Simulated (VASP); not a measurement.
Given:

```yaml
crystal:
  lattice:
    - [0.00000, 2.96874, 2.96874]
    - [2.96874, 0.00000, 2.96874]
    - [2.96874, 2.96874, 0.00000]
  atoms:
    - { symbol: Ca, position: [0.00000, 0.00000, 0.00000] }
    - { symbol: Se, position: [0.50000, 0.50000, 0.50000] }
```

These are SCAN meta-GGA, VASP's PBE PAW potentials (set 64) (plane waves; VASP 6.6.1) values and carry that method's errors. Numerical set-up: 520 eV cut-off, 8×8×8 Γ-centred mesh, Gaussian smearing of 0.050 eV, potentials Ca_sv Se.

Q: What does the run give for the energy per atom (σ→0), band gap (on the k-mesh) with the smallest direct gap where there is one?

A: 
```yaml
band gap (on the k-mesh): 2.52 eV
smallest direct gap (on the k-mesh): 3.46 eV
energy per atom (σ→0): -17.143 eV/atom
```

The compound is CaSe in the rock salt structure. It was relaxed first.
